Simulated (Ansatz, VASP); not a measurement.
# Cross-check of HfB2 between VASP and Ansatz, part 2 of 2

Wanted: the spread between two codes on one cell, functional and k mesh. The cell is taken from a series of runs on this material, whose earlier steps may have relaxed, scaled, displaced or heated it; both programs get it as it stands.

VASP 6.6.1 and Ansatz 0.2.0.

So far: Starting point; VASP: zone-centre phonons, LDA.

## Step 3: Ansatz: zone-centre phonons, LDA

Level of this step: Ansatz beside VASP: Kohn-Sham DFT, plane waves, LDA (Ansatz).

Ansatz runs on its PAW soft_1 files.

The same cell, functional (in two slightly different forms), mesh and smearing now go to Ansatz, which takes its cutoff from its data sets.

input.yaml

```yaml
crystal:
  lattice:
    - [3.083666075, 0.0, 0.0]
    - [-1.5418330375, 2.6705331577, 0.0]
    - [0.0, 0.0, 3.3959424197]
  atoms:
    - { symbol: B, position: [0.3333333333, 0.6666666667, 0.5] }
    - { symbol: B, position: [0.6666666667, 0.3333333333, 0.5] }
    - { symbol: Hf, position: [0.0, 0.0, 0.0] }
kpoints:
  mp_grid: { grid: [15, 15, 12] }
hamiltonian:
  xc: lda
  pseudopotentials: { kind: paw, azcp: { folder: soft_1 }, xc_functional: pbe }
scf:
  occupations: { method: methfessel_paxton, width: 0.2 }
output:
  eigenvalues: true
phonons:
  method: dfpt
```

Started as:

```sh
> ansatz run input.yaml --threads 4 --pin off --max-ram 10240MiB --backend cpu --events-out ev --progress --plain --runs-dir out
```

Numbers of over 12 decimals in the logs are rounded to 6 here.

The program printed:

```text
zone centre: on kpoints.mp_grid the ground state, and the responses unless they are solved on pairs of k-points, stand on 448 of the mesh's 2700 k-points, reduced under 4 symmetry operations, with k and −k counted as one. Each operation leaves every solved displacement unchanged or reverses it
Engine: ansatz 0.2.0, x86_64-unknown-linux-gnu
Pseudopotentials: kind: paw
Pseudopotential: B, paw, valence charge 3, recommended cutoff 420 eV (normal), soft_1/B.paw.azcp
Pseudopotential: Hf, paw, valence charge 26, recommended cutoff 420 eV (normal), soft_1/Hf.paw.azcp
Functional definition: SPW92
  exchange = slater_x
  correlation = pw_c
Crystal: 3 atoms, lattice volume = 27.966 Å³
Basis set: ecut = 420 eV, 563 PW (Γ), exchange–correlation on 48×48×48 points (8 copies of the dense FFT grid, shifted against one another)
Bands: 20, of which v1, the nominal top of the filled ones, is band 16 counted from 1 (15 counted from 0)
Symmetry: 24 space group operations
k-points: 448 of 2700 (irreducible under 4 space group operations, time reversal used)
Non-local potential: B, projectors of the file, l = 0: 2, l = 1: 2, l = 2: 1
Non-local potential: Hf, projectors of the file, l = 0: 3, l = 1: 2, l = 2: 2, l = 3: 3
PAW form: soft (Blöchl's): semilocal exchange-correlation on the pseudo side does not see the compensation charge
PAW frozen core: B, regenerated for the run's functional, and the local potential with it (the file was generated under x = pbe(κ = 0.804, μ = 0.219515), c = pbe(β = 0.066725))
PAW frozen core: Hf, regenerated for the run's functional, and the local potential with it (the file was generated under x = pbe(κ = 0.804, μ = 0.219515), c = pbe(β = 0.066725))
PAW one-centre angular grid: B, 110 points (default); XC on 64 Gauss nodes
PAW one-centre angular grid: Hf, 590 points (default); XC on 64 Gauss nodes
Initial density: superposition of atomic densities (chi_scale 0.1, normalization cell, long waves kept (reshape's long-wave potential 0.00 eV rms))
Initial wavefunctions: pseudopotential atomic-orbital guess
Functional: x = slater, c = lda
SCF iter   1: F=—  HF=-15780.999929 eV  |F-HF|=—  |Δ(HF+E_count)|=         —  Δρ=7.01e-2  dr2=2.15e0  ethr=3.10e-3  ⟨swp⟩=4.3  Hψ=35186  notcnv=0
preconditioner: auto → none  [insulator: Δε(μ)=0.178 eV  Ē_g=16.810 eV  σ=0.200 eV  W_gap=0.52  n_scr=8 (ndim 8)  ℏωp=38.5 eV  f_vac=0.000  D(μ)=0.24/eV (n_scr^D=0)  ε∞_Penn≈6.2]
SCF iter   2: F=—  HF=-15780.425081 eV  |F-HF|=—  |Δ(HF+E_count)|=   5.75e-1  S|Δr|=    0.00e0  Δρ=2.62e-2  dr2=2.94e-1  ethr=3.10e-3  ⟨swp⟩=2.9  Hψ=21422  notcnv=0
SCF iter   3: F=—  HF=-15780.319878 eV  |F-HF|=—  |Δ(HF+E_count)|=   1.05e-1  S|Δr|=    0.00e0  Δρ=1.04e-2  dr2=1.47e-2  ethr=9.19e-4  ⟨swp⟩=2.0  Hψ=19557  notcnv=0
SCF iter   4: F=—  HF=-15780.320596 eV  |F-HF|=—  |Δ(HF+E_count)|=   7.18e-4  S|Δr|=    0.00e0  Δρ=3.56e-3  dr2=1.32e-3  ethr=4.60e-5  ⟨swp⟩=2.5  Hψ=18649  notcnv=0
SCF iter   5: F=—  HF=-15780.321379 eV  |F-HF|=—  |Δ(HF+E_count)|=   7.83e-4  S|Δr|=    0.00e0  Δρ=4.44e-4  dr2=3.17e-5  ethr=4.14e-6  ⟨swp⟩=2.1  Hψ=14418  notcnv=0
SCF iter   6: F=—  HF=-15780.321393 eV  |F-HF|=—  |Δ(HF+E_count)|=   1.41e-5  S|Δr|=    0.00e0  Δρ=1.34e-4  dr2=1.75e-6  ethr=9.90e-8  ⟨swp⟩=2.0  Hψ=16140  notcnv=0
SCF iter   7: F=—  HF=-15780.321392 eV  |F-HF|=—  |Δ(HF+E_count)|=   8.07e-7  S|Δr|=    0.00e0  Δρ=2.38e-5  dr2=2.24e-7  ethr=5.46e-9  ⟨swp⟩=2.0  Hψ=12148  notcnv=0
SCF iter   8: F=—  HF=-15780.321392 eV  |F-HF|=—  |Δ(HF+E_count)|=   7.86e-8  S|Δr|=    0.00e0  Δρ=3.66e-6  dr2=3.86e-9  ethr=7.00e-10  ⟨swp⟩=2.2  Hψ=12909  notcnv=0
SCF iter   9: F=—  HF=-15780.321392 eV  |F-HF|=—  |Δ(HF+E_count)|=   1.07e-9  S|Δr|=    0.00e0  Δρ=2.26e-7  dr2=1.76e-11  ethr=1.21e-11  ⟨swp⟩=2.1  Hψ=14436  notcnv=0
SCF iter  10: F=-15780.321392 eV  HF=-15780.321392 eV  |F-HF|=7.28e-12  |Δ(HF+E_count)|=  1.82e-12  S|Δr|=    0.00e0  Δρ=1.28e-8  dr2=1.12e-14  ethr=1.00e-12  ⟨swp⟩=5.6  Hψ=41427  notcnv=0
SCF 1 converged in 10 iterations: F = -15780.321392 eV  dr2 = 1.12e-14
  greatest PAW one-centre occupation: 0.998 electrons in one spin orbital (limit 2), on the Hf atom at site 2 (counted from 0), in its partial waves of l = 3
DFPT response loops at Γ: preconditioner auto → Kerker (q_TF=auto, 2.790 Å⁻¹) (partly filled bands, converged f_vac=0.000); β = 1.00, the filter's whole step (`scf.mixing.beta` (0.50) is not read by the response loops under this deck's `scf.mixing.preconditioner`; to damp them name `kerker` or `kerker_dos`, under which they read `scf.mixing.beta`, and type it under 1.00, their step now; both keys bind the ground state too); Broyden in place of MSR1
SCF converged after 10 iterations
Stability not checked: this state was not tested for a lower state beside it, because cold or Methfessel-Paxton smearing, or corrected tetrahedra, fill the levels in a way that the test cannot read (fill_not_monotonic; see scf.lower_state_search)
Free energy (F): -15780.321392 eV
Harris-Foulkes:  -15780.321392 eV  (|F-HF|=7.28e-12)
Internal energy: -15780.321785 eV  (E = F + TS)
E sigma→0 (E₀):  -15780.321490 eV
Entropy (-TS):   0.000393 eV (0.131 meV/atom)
Fermi energy:    20.075324 eV
--- Per-component energies (eV) ---
  E_band       = 117.598717
  E_kinetic    = 518.270426
  E_local      = -6370.554239  (includes V_loc(G=0)·N_el)
  E_nonlocal   = 90.550799
  E_hartree    = 3147.381980
  E_xc         = -334.387062
  E_vxc        = -338.233768  (∫ρ·V_xc dr)
  E_paw        = -7600.934950  (= ΣΔE_a)
  E_vpaw       = -77.198588  (= ΣTr[D̂ρ^β])
  E_aug_tail   = 0.000123  (compensation charges beyond the density's cutoff)
  E_ewald      = -5233.197619
  E_core_change = 2.548757  (= ΣΔE_core)
  E_smearing   = 0.000393  (= −TS)
  E_closure    = 0.000000  (closes the sum)
  Σ components = -15780.321392   (vs F -15780.321392, Δ=0.00e0)
--- Band table (eV; the first three rows and the last of 448) ---
  k-point 0: bands = [... 12 lower, 16.9078, 16.9778, 16.9778, 17.4839, 24.2639, 24.2639, 25.0036, 25.0036]
  k-point 1: bands = [... 12 lower, 16.1005, 17.0548, 17.0548, 18.2537, 23.3784, 23.3784, 24.7436, 24.7436]
  k-point 2: bands = [... 12 lower, 15.0229, 17.2822, 17.2822, 19.2445, 22.3103, 22.3103, 24.0627, 24.0627]
  k-point 447: bands = [... 12 lower, 12.6939, 14.8741, 15.5907, 17.0666, 24.3413, 25.6162, 25.8108, 26.9960]
--- Phonons (Γ-DFPT): 4 representative perturbations + reference, on 448 of 2700 k-points (Σ response iterations 12) ---
  k mesh reduced under 4 symmetry operations, with k and −k counted as one. Each operation leaves every solved displacement unchanged or reverses it
  ASR residual: 3.730e-6 → 0.000e0 eV/Å²; symmetrization residual: 8.013e-7 eV/Å²
  ASR residual per site (eV/Å²): 2.28e-6 2.28e-6 3.73e-6
  Γ frequencies (cm⁻¹): 0.00 0.00 0.00 470.44 470.44 503.35 586.99 855.21 855.21
  non-analytic LO–TO correction: not included (Born effective charges unavailable; polar crystals: no LO–TO splitting at Γ)
```

In the SCF lines HF is the Harris–Foulkes energy and dr2 the Hartree energy of the density residual, in eV; the loop may stop once dr2 is under the threshold and the program's other checks hold. Hψ counts applications of the Hamiltonian.

## Step 4: Side by side

Known differences besides the potentials themselves: the data sets hold 32 valence electrons in Ansatz (on its PAW soft_1 files) and 16 in VASP; the cutoff is 420 eV in Ansatz and 500 eV in VASP; VASP's log shows a relativistic correction to its local exchange, Ansatz's none. Total energies have different zeros and are not compared.

The two programs side by side:

| quantity | Ansatz | VASP | difference |
| --- | --- | --- | --- |
| optical mode 1 to 2 (cm⁻¹) | 470.4 | 472.6 | -0.46 % |
| optical mode 3 (cm⁻¹) | 503.4 | 505.1 | -0.34 % |
| optical mode 4 (cm⁻¹) | 587.0 | 590.5 | -0.59 % |
| optical mode 5 to 6 (cm⁻¹) | 855.2 | 857.4 | -0.26 % |

Modes are paired by rising frequency, not by their patterns, so a pair may set unlike modes beside each other; they are those without the splitting of longitudinal modes.

## Step 5: Outcome

- r.m.s. difference of the optical zone-centre modes, each program's sorted by frequency (zone-centre phonons, LDA): 2.4 cm⁻¹
- difference in optical mode 4 (zone-centre phonons, LDA): -0.6 %

The r.m.s. difference of the optical zone-centre modes, each program's sorted by frequency is 2.4 cm⁻¹ (zone-centre phonons, LDA). The data sets hold unlike numbers of valence electrons (32 in Ansatz and 16 in VASP), so part of the differences comes from the potentials. Among the rows given in per cent, the largest difference of the zone-centre phonons, LDA pair is in optical mode 4, -0.6 %. How closely two codes agree says nothing of how well the functional describes the real material.

[Lines on the potential files, build, host, timing and source positions are cut from VASP's logs without a mark.]

[Logs are printed without paths, hosts, clocks, repeated set-up lines and the standing remarks that a program may print on its own settings, such as how far it seeks lower states.]

[Hosts, paths, dates, database ids (printed as entryN), source tags and the programs' standing remarks are cut or masked in the printed files.]
